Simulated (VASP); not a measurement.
A convergence study with VASP on Ni₃Fe (space group no. 221 when undisturbed): one setting is varied, all else stays as given below, so the limit is that of these other settings. One atom is moved off its site, so that forces are finite.

```
CELL_PARAMETERS angstrom
      3.53935     0.00000     0.00000
      0.00000     3.53935     0.00000
      0.00000     0.00000     3.53935
ATOMIC_POSITIONS crystal
  Fe 0.00000 0.00000 0.01413
  Ni 0.00000 0.50000 0.50000
  Ni 0.50000 0.00000 0.50000
  Ni 0.50000 0.50000 0.00000
```
Starting moments (μB, in the order of the record's atoms Fe Ni Ni Ni): 3.0 0.5 0.5 0.5.

These are PBE GGA, VASP's PBE PAW potentials (set 64) (plane waves; VASP) values and carry that method's errors. The tightest run used: 720 eV cut-off, 9×9×9 Γ-centred mesh, Gaussian smearing of 0.10 eV, potentials Fe Ni.

Q: The settings run are ENCUT = 105; ENCUT = 120; ENCUT = 135; ENCUT = 150; ENCUT = 165; ENCUT = 180; ENCUT = 210; ENCUT = 240; ENCUT = 270; ENCUT = 330; ENCUT = 360; ENCUT = 405; ENCUT = 450; ENCUT = 525; ENCUT = 600; ENCUT = 720. From which on does the energy per atom stay within 0.002 eV/atom of the tightest run?

A: From ENCUT = 405 on: it is off by 0.0010 there and by no more than 0.002 in any finer run, while ENCUT = 360 is off by 0.0045.
```tsv
setting	E (eV/atom)	pressure (GPa)	largest force (eV/Å)	moment (μB)	plane waves	difference judged (eV/atom)
ENCUT = 105	44.2910	-2987.75	3.009	0.000	114	50.5359
ENCUT = 120	19.8402	-1935.49	1.546	0.001	141	26.0851
ENCUT = 135	5.9528	-1153.78	1.136	0.000	171	12.1977
ENCUT = 150	-0.4337	-671.17	1.246	0.000	191	5.8112
ENCUT = 165	-3.5390	-400.44	0.906	3.338	220	2.7059
ENCUT = 180	-5.0499	-236.46	0.597	4.406	256	1.1950
ENCUT = 210	-5.9568	-80.59	0.206	4.520	315	0.2881
ENCUT = 240	-6.1862	-21.48	0.339	4.673	388	0.0587
ENCUT = 270	-6.2428	-3.47	0.366	4.722	461	0.0021
ENCUT = 330	-6.2540	0.57	0.369	4.739	619	0.0091
ENCUT = 360	-6.2494	0.25	0.368	4.736	711	0.0045
ENCUT = 405	-6.2459	0.23	0.370	4.731	843	0.0010
ENCUT = 450	-6.2451	0.58	0.371	4.729	973	0.0002
ENCUT = 525	-6.2453	0.78	0.371	4.729	1231	0.0004
ENCUT = 600	-6.2449	0.70	0.371	4.729	1498	0.0000
ENCUT = 720	-6.2449	0.76	0.371	4.728	1963	0.0000
```

Left out are rungs that failed or repeat a setting and relaxations that didn't move; long series are thinned to 24 rows.

The structure is a typed Ni3Fe crystal (space group no. 221). The cell was not relaxed at this level, it is distorted from the ideal structure.
